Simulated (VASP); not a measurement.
Consider the following.

```
CsCl
1.0
    3.47980     0.00000     0.00000
    0.00000     3.47980     0.00000
    0.00000     0.00000     3.47980
Cs Cl
1 1
Direct
  0.00000   0.00000   0.00000
  0.50000   0.50000   0.50000
```

Level of theory: PBEsol GGA, VASP's PBE PAW potentials (set 64) (plane waves; VASP). Run with 500 eV cut-off, 8×8×8 Γ-centred mesh, Gaussian smearing of 0.050 eV, potentials Cs_sv Cl.

Energy and stress use the plane-wave basis of the starting cell.

### Question
The ions, cell shape and volume at an external pressure of 45.0 GPa are relaxed. Which structure does the run end with?

### Answer

```
CsCl
1.0
    3.37405     0.00000     0.00000
    0.00000     3.37405     0.00000
    0.00000     0.00000     3.37405
Cs Cl
1 1
Cartesian
  0.00000   0.00000   0.00000
  1.68702   1.68702   1.68702
```
Space group Pm-3m (221), at a tolerance of 0.03 Å.

### Question
How do energy and volume change from the first to the last step?

### Answer
The energy (σ→0) changes by +430.4 meV/atom and the volume by -8.8 %, in 5 ionic steps.

The compound is CsCl in the CsCl type structure. This run relaxes it under an external pressure of 45 GPa. Symmetry was kept, so distortions that lower it aren't found.
